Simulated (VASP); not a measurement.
```
CELL_PARAMETERS angstrom
      4.21743     0.00000     0.00000
     -2.10872     3.65241     0.00000
      0.00000     0.00000     6.79659
ATOMIC_POSITIONS crystal
  Mg 0.66667 0.33333 0.49821
  Mg 0.33333 0.66667 0.99821
  Se 0.66667 0.33333 0.87679
  Se 0.33333 0.66667 0.37679
```

The numbers are results of PBEsol GGA, VASP's PBE PAW potentials (set 64) (plane waves; VASP), not measurements. Numerical set-up: 400 eV cut-off, Gaussian smearing of 0.050 eV, potentials Mg Se.

Q: Predict the band gap (along the path) with the smallest direct gap where there is one.

A: 
```yaml
band gap (along the path): 2.53 eV
smallest direct gap (along the path): 2.53 eV
```

Only differences to runs with the same potentials and settings are physical.

The structure comes from a computed database's MgSe entry (P6_3mc); how it stands against other phases isn't given here. It was relaxed first.
